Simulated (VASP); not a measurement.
Input:

```
CELL_PARAMETERS angstrom
     -1.48909     1.48909     1.48909
      1.48909    -1.48909     1.48909
      1.48909     1.48909    -1.48909
ATOMIC_POSITIONS crystal
  V  0.00000 0.00000 0.00000
```

Calculation: r2SCAN meta-GGA, VASP's PBE PAW potentials (set 64) (plane waves; VASP). Numerical set-up: 480 eV cut-off, 16×16×16 Γ-centred mesh, first-order Methfessel-Paxton smearing of 0.10 eV, potentials V_sv.

**Question.** Predict the energy per atom (σ→0), pressure, band gap (on the k-mesh) with the smallest direct gap where there is one.

**Answer.** 
* **band gap (on the k-mesh)**: none (metal, semimetal or under 0.01 eV)
* **energy per atom (σ→0)**: -14.126 eV/atom
* **pressure**: 16.3 kbar

Total energies compare only between runs with the same potentials, cut-off and functional.

The compound is V in the bcc structure. It was relaxed first, which changed the volume by -5 %. The run is not spin-polarised, so no magnetic state was tried.
